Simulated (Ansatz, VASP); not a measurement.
# SiC (Moissanite 3C) in two plane-wave programs, part 2 of 2

Wanted: the spread between two codes on one cell, functional and k mesh. The structure shown comes from an earlier Ansatz run, which isn't shown and may have moved the atoms alone.

VASP 6.6.1 and Ansatz 0.2.0.

So far: Set-up; Ansatz: elastic constants, PBE.

### 3. VASP: elastic constants, PBE

Level of this step: PBE; plane waves and PAW (Si, C) (VASP).

The same cell, functional and mesh now go to VASP, with its own data sets.

Lines of VASP's logs that name or quote its potential files are left out, and so is its time.

Input file INCAR:

```
SYSTEM = SiC
PREC = Accurate
ENCUT = 600
EDIFF = 1E-08
NELM = 120
ISMEAR = 0
SIGMA = 0.01
LREAL = .FALSE.
ALGO = Normal
GGA = PE
NBANDS = 10
LORBIT = 11
LWAVE = .FALSE.
LCHARG = .FALSE.
ISIF = 3
IBRION = 6
NFREE = 2
POTIM = 0.015
NSW = 1
LASPH = .TRUE.
GGA_COMPAT = .FALSE.
EFERMI = MIDGAP
```

Input file POSCAR:

```
SiC
1.0
    0.0000000000      2.1790000000      2.1790000000
    2.1790000000      0.0000000000      2.1790000000
    2.1790000000      2.1790000000      0.0000000000
Si C
1 1
Direct
    0.0000000000      0.0000000000      0.0000000000
    0.2500000000      0.2500000000      0.2500000000
```

Input file KPOINTS:

```
Automatic mesh
0
Gamma
10 10 10
0 0 0
```

The projector-augmented-wave data sets are Si and C (PBE family, release 64).

Run with:

```
mpirun -np 1 vasp_std
```

Numbers of over 12 decimals in the logs are rounded to 6 here.

The log of the run:

```text
[banner, memory and clock lines left out]
running    1 mpi-ranks, on    1 nodes
 distrk:  each k-point on    1 cores,    1 groups
 distr:  one band on    1 cores,    1 groups

 POSCAR found type information on POSCAR SiC
 POSCAR found :  2 types and       2 ions
 LDA part: xc-table for (Slater+PW92), standard interpolation
 POSCAR, INCAR and KPOINTS ok, starting setup
 FFT: planning ... GRIDC
 FFT: planning ... GRID_SOFT
 FFT: planning ... GRID
 WAVECAR not read
 entering main loop
       N       E                     dE             d eps       ncg     rms          rms(c)
DAV:   1     0.705545869895E+01    0.70555E+01   -0.45117E+03   974   0.775E+02
DAV:   2    -0.160881471956E+02   -0.23144E+02   -0.22058E+02  1260   0.121E+02
DAV:   3    -0.169095531472E+02   -0.82141E+00   -0.81936E+00  1104   0.196E+01
DAV:   4    -0.169133426448E+02   -0.37895E-02   -0.37891E-02  1088   0.164E+00
DAV:   5    -0.169133597179E+02   -0.17073E-04   -0.17073E-04  1076   0.102E-01    0.880E+00
DAV:   6    -0.151172019737E+02    0.17962E+01   -0.67435E+00   978   0.125E+01    0.388E+00
DAV:   7    -0.150665875100E+02    0.50614E-01   -0.37356E-01  1118   0.379E+00    0.177E+00
DAV:   8    -0.150588695739E+02    0.77179E-02   -0.20617E-02   970   0.104E+00    0.164E-01
DAV:   9    -0.150590103236E+02   -0.14075E-03   -0.14613E-03  1234   0.234E-01    0.112E-01
DAV:  10    -0.150591171888E+02   -0.10687E-03   -0.20921E-04  1028   0.971E-02    0.242E-02
DAV:  11    -0.150591192856E+02   -0.20968E-05   -0.37560E-05  1074   0.343E-02    0.589E-03
DAV:  12    -0.150591196831E+02   -0.39757E-06   -0.14970E-06  1002   0.836E-03    0.994E-04
DAV:  13    -0.150591197242E+02   -0.41068E-07   -0.73349E-08  1056   0.210E-03    0.105E-03
DAV:  14    -0.150591197108E+02    0.13356E-07   -0.61262E-09   664   0.569E-04    0.373E-04
DAV:  15    -0.150591197128E+02   -0.19193E-08   -0.66825E-10   490   0.202E-04
   1 F= -.15059120E+02 E0= -.15059120E+02  d E =0.000000E+00
[... from here on, the cycles between the ionic steps are left out ...]
   2 F= -.15059346E+02 E0= -.15059346E+02  d E =0.000000E+00
   3 F= -.15047406E+02 E0= -.15047406E+02  d E =0.000000E+00
   8 F= -.15055132E+02 E0= -.15055132E+02  d E =0.000000E+00
   9 F= -.15055132E+02 E0= -.15055132E+02  d E =0.000000E+00
  10 F= -.15055132E+02 E0= -.15055132E+02  d E =0.000000E+00
  11 F= -.15055132E+02 E0= -.15055132E+02  d E =0.000000E+00
  12 F= -.15055132E+02 E0= -.15055132E+02  d E =0.000000E+00
  13 F= -.15055132E+02 E0= -.15055132E+02  d E =0.000000E+00
  14 F= -.15056960E+02 E0= -.15056960E+02  d E =0.000000E+00
  15 F= -.15056960E+02 E0= -.15056960E+02  d E =0.000000E+00
  16 F= -.15056960E+02 E0= -.15056960E+02  d E =0.000000E+00
 Finite differences progress:
  Degree of freedom:   8/  8
  Displacement:        1/  2
  Total:              15/ 16
 bond charge predicted
       N       E                     dE             d eps       ncg     rms          rms(c)
DAV:   1    -0.150594901843E+02   -0.25300E-02   -0.14300E+00  3442   0.853E+00    0.330E-01
DAV:   2    -0.150576899663E+02    0.18002E-02   -0.11258E-02  3848   0.843E-01    0.143E-01
DAV:   3    -0.150569453259E+02    0.74464E-03   -0.27083E-03  3934   0.348E-01    0.275E-02
DAV:   4    -0.150569602720E+02   -0.14946E-04   -0.15301E-04  3804   0.100E-01    0.179E-02
DAV:   5    -0.150569601872E+02    0.84748E-07   -0.29690E-06  3940   0.143E-02    0.264E-03
DAV:   6    -0.150569602305E+02   -0.43262E-07   -0.14697E-07  3856   0.305E-03    0.835E-04
DAV:   7    -0.150569602299E+02    0.62778E-09   -0.95220E-09  2390   0.757E-04
  17 F= -.15056960E+02 E0= -.15056960E+02  d E =0.000000E+00
 Finite differences progress:
  Degree of freedom:   8/  8
  Displacement:        2/  2
  Total:              16/ 16
```

OUTCAR, selected parts (step 3):

```text
ion  position               nearest neighbor table
   1  0.000  0.000  0.000-   2 1.89   2 1.89   2 1.89   2 1.89
   2  0.250  0.250  0.250-   1 1.89   1 1.89   1 1.89   1 1.89

  LATTYP: Found a face centered cubic cell.
 ALAT       =     4.3580000000

 Subroutine GETGRP returns: Found 24 space group operations
 (whereof 24 operations were pure point group operations)

The static configuration has the point symmetry T_d .

 Found     47 irreducible k-points:

   k-points           NKPTS =     47   k-points in BZ     NKDIM =     47   number of bands    NBANDS=     10

   dimension x,y,z NGX =    28 NGY =   28 NGZ =   28
   dimension x,y,z NGXF=    56 NGYF=   56 NGZF=   56

   ENCUT  =  600.0 eV  44.10 Ry    6.64 a.u.   6.15  6.15  6.15*2*pi/ulx,y,z

   NELECT =       8.0000    total number of electrons

 k-points in reciprocal lattice and weights: Automatic mesh
   0.00000000  0.00000000  0.00000000       0.001
   0.10000000  0.00000000  0.00000000       0.008
   0.20000000  0.00000000  0.00000000       0.008
   0.30000000  0.00000000  0.00000000       0.008
   0.40000000  0.00000000  0.00000000       0.008
   0.50000000  0.00000000  0.00000000       0.004
   0.10000000  0.10000000  0.00000000       0.006
   0.20000000  0.10000000  0.00000000       0.024
   0.30000000  0.10000000  0.00000000       0.024
[...]
-0.30000000  0.40000000  0.20000000       0.024
  -0.30000000  0.50000000  0.20000000       0.012

 average (electrostatic) potential at core
       1 -80.3745       2 -44.7857

 E-fermi :   8.8200

 k-point     1 :       0.0000    0.0000    0.0000
  band No.  band energies     occupation
      1      -7.2970      2.00000
      2       8.0340      2.00000
      3       8.1067      2.00000
      4       8.1770      2.00000
      5      14.3387      0.00000
      6      15.3848      0.00000
      7      15.4141      0.00000
      8      15.4454      0.00000
      9      22.6131      0.00000
    ...

 k-point     2 :       0.1000    0.0000    0.0000
  band No.  band energies     occupation
      1      -7.1015      2.00000
      2       7.0576      2.00000
      3       7.9492      2.00000
      4       8.0414      2.00000
      5      14.5958      0.00000
      6      15.6280      0.00000
      7      15.6569      0.00000
      8      15.7238      0.00000
      9      21.6516      0.00000
    ...

 k-point     3 :       0.2000    0.0000    0.0000
  band No.  band energies     occupation
      1      -6.5235      2.00000
      2       4.9497      2.00000
      3       7.6393      2.00000
      4       7.7312      2.00000
      5      14.3107      0.00000
      6      15.9839      0.00000
      7      16.0657      0.00000
      8      16.8854      0.00000
      9      20.9662      0.00000
    ...

  Total        0.3965697      0.4019253      0.4019253      0.0000000      0.1250698      0.0000000
  in kB       30.7063649     31.1210536     31.1210536      0.0000000      9.6841473      0.0000000
  external PRESSURE =      30.9828240 kB  Pullay stress =       0.0000000 kB

  energy-cutoff  :      600.00
  volume of cell :       20.69
      direct lattice vectors                 reciprocal lattice vectors
     0.000000000  2.179000000  2.179000000    -0.229463056  0.229463056  0.229463056
     2.179000000  0.000000000  2.179000000     0.229463056 -0.229463056  0.229463056
     2.179000000  2.179000000  0.000000000     0.229463056  0.229463056 -0.229463056

 POSITION                                       TOTAL-FORCE (eV/Angst)
 -----------------------------------------------------------------------------------
      0.00000      0.00000      0.00000        -0.287900      0.000000      0.000000
      1.07450      1.08950      1.08950         0.287900     -0.000000     -0.000000
 -----------------------------------------------------------------------------------
    total drift:                                0.000001      0.000000      0.000000

  FREE ENERGIE OF THE ION-ELECTRON SYSTEM (eV)
  ---------------------------------------------------
  free  energy   TOTEN  =       -15.0569602299 eV

  energy  without entropy=      -15.0569602299  energy(sigma->0) =      -15.05696023

  SYMMETRIZED ELASTIC MODULI (kBar)
 Direction    XX          YY          ZZ          XY          YZ          ZX
 --------------------------------------------------------------------------------
 XX        3921.4197   1353.4174   1353.4174      0.0000     -0.0000      0.0000
 YY        1353.4174   3921.4197   1353.4174      0.0000      0.0000      0.0000
 ZZ        1353.4174   1353.4174   3921.4197      0.0000      0.0000     -0.0000
 XY           0.0000      0.0000      0.0000   2745.4425      0.0000      0.0000
 YZ          -0.0000      0.0000      0.0000      0.0000   2745.4425      0.0000
 ZX           0.0000      0.0000     -0.0000      0.0000      0.0000   2745.4425
 --------------------------------------------------------------------------------

 Eigenvectors and eigenvalues of the dynamical matrix
 ----------------------------------------------------

   1 f  =   23.612924 THz   148.364376 2PiTHz  787.642358 cm-1    97.655162 meV
             X         Y         Z           dx          dy          dz
      0.000000  0.000000  0.000000     0.547329    0.000000    0.000000
      1.089500  1.089500  1.089500    -0.836918    0.000000    0.000000

   2 f  =   23.612924 THz   148.364376 2PiTHz  787.642358 cm-1    97.655162 meV
             X         Y         Z           dx          dy          dz
      0.000000  0.000000  0.000000     0.000000    0.547329   -0.000000
      1.089500  1.089500  1.089500    -0.000000   -0.836918   -0.000000

   3 f  =   23.612924 THz   148.364376 2PiTHz  787.642358 cm-1    97.655162 meV
             X         Y         Z           dx          dy          dz
      0.000000  0.000000  0.000000     0.000000    0.000000   -0.547329
      1.089500  1.089500  1.089500     0.000000    0.000000    0.836918

   4 f/i=    0.000336 THz     0.002109 2PiTHz    0.011198 cm-1     0.001388 meV
             X         Y         Z           dx          dy          dz
      0.000000  0.000000  0.000000    -0.036692    0.827189    0.121833
      1.089500  1.089500  1.089500    -0.023996    0.540967    0.079677

   5 f/i=    0.000336 THz     0.002109 2PiTHz    0.011198 cm-1     0.001388 meV
             X         Y         Z           dx          dy          dz
      0.000000  0.000000  0.000000     0.836080    0.037382   -0.002006
      1.089500  1.089500  1.089500     0.546781    0.024447   -0.001312

   6 f/i=    0.000336 THz     0.002109 2PiTHz    0.011198 cm-1     0.001388 meV
             X         Y         Z           dx          dy          dz
      0.000000  0.000000  0.000000    -0.007425    0.121623   -0.828000
      1.089500  1.089500  1.089500    -0.004856    0.079540   -0.541497

 ELASTIC MODULI CONTR FROM IONIC RELAXATION (kBar)
 Direction    XX          YY          ZZ          XY          YZ          ZX
 --------------------------------------------------------------------------------
 XX          -0.0000     -0.0000     -0.0000      0.0000      0.0000     -0.0000
 YY          -0.0000     -0.0000     -0.0000      0.0000      0.0000     -0.0000
 ZZ          -0.0000     -0.0000     -0.0000      0.0000      0.0000     -0.0000
 XY           0.0000      0.0000      0.0000   -280.2553     -0.0000      0.0000
 YZ           0.0000      0.0000      0.0000     -0.0000   -280.2553      0.0000
 ZX          -0.0000     -0.0000     -0.0000      0.0000      0.0000   -280.2553
 --------------------------------------------------------------------------------

 TOTAL ELASTIC MODULI (kBar)
 Direction    XX          YY          ZZ          XY          YZ          ZX
 --------------------------------------------------------------------------------
 XX        3921.4197   1353.4174   1353.4174      0.0000      0.0000      0.0000
 YY        1353.4174   3921.4197   1353.4174      0.0000      0.0000     -0.0000
 ZZ        1353.4174   1353.4174   3921.4197      0.0000      0.0000     -0.0000
 XY           0.0000      0.0000      0.0000   2465.1872     -0.0000      0.0000
 YZ           0.0000      0.0000      0.0000     -0.0000   2465.1872      0.0000
 ZX           0.0000     -0.0000     -0.0000      0.0000      0.0000   2465.1872
 --------------------------------------------------------------------------------

 total charge
# of ion       s       p       d       tot
------------------------------------------
    1        0.708   0.971   0.000   1.680
    2        0.836   1.710   0.000   2.546
--------------------------------------------------
tot          1.544   2.681   0.000   4.226

[... 3 further parts left out ...]
```

CONTCAR:

```
SiC
   1.00000000000000
     0.0000000000000000    2.1789999999999998    2.1789999999999998
     2.1789999999999998    0.0000000000000000    2.1789999999999998
     2.1789999999999998    2.1789999999999998    0.0000000000000000
  Si              C
     1     1
Direct
     0.0000000000000000    0.0000000000000000    0.0000000000000000
     0.2534419458467186    0.2465580541532814    0.2465580541532814
```

Levels, forces or a CONTCAR printed for this step are those of its last displaced cell, not of the structure at rest.

### 4. Differences

Known differences besides the potentials themselves: fixed occupations in Ansatz, narrow Gaussian smearing in VASP; the cutoff is 420 eV in Ansatz and 600 eV in VASP; VASP takes each elastic constant from one size of strain, Ansatz from those that its log lists. Total energies have different zeros and are not compared.

The two programs side by side:

| quantity | Ansatz | VASP | difference |
| --- | --- | --- | --- |
| C11 (GPa) | 396.7 | 392.1 | +1.15 % |
| C22 (GPa) | 396.7 | 392.1 | +1.15 % |
| C33 (GPa) | 396.7 | 392.1 | +1.15 % |
| C12 (GPa) | 140.3 | 135.3 | +3.66 % |
| C13 (GPa) | 140.3 | 135.3 | +3.66 % |
| C23 (GPa) | 140.3 | 135.3 | +3.66 % |
| C44 (GPa) | 245.6 | 246.5 | -0.38 % |
| C55 (GPa) | 245.6 | 246.5 | -0.38 % |
| C66 (GPa) | 245.6 | 246.5 | -0.38 % |

### 5. What came out

```json
{
 "difference in C12 (elastic constants, PBE)": "3.7 %"
}
```

In words: The difference in C12 is 3.7 % (elastic constants, PBE), within the 5 % picked in this series as the mark of a large difference. Such differences can come from data sets, numerical settings and the points named under the comparisons, not from the functional's error against experiment.

[Lines on the potential files, build, host, timing and source positions are cut from VASP's logs without a mark.]

[Logs are printed without paths, hosts, clocks, repeated set-up lines and the standing remarks that a program may print on its own settings, such as how far it seeks lower states.]

[Hosts, paths, dates, database ids (printed as entryN), source tags and the programs' standing remarks are cut or masked in the printed files.]
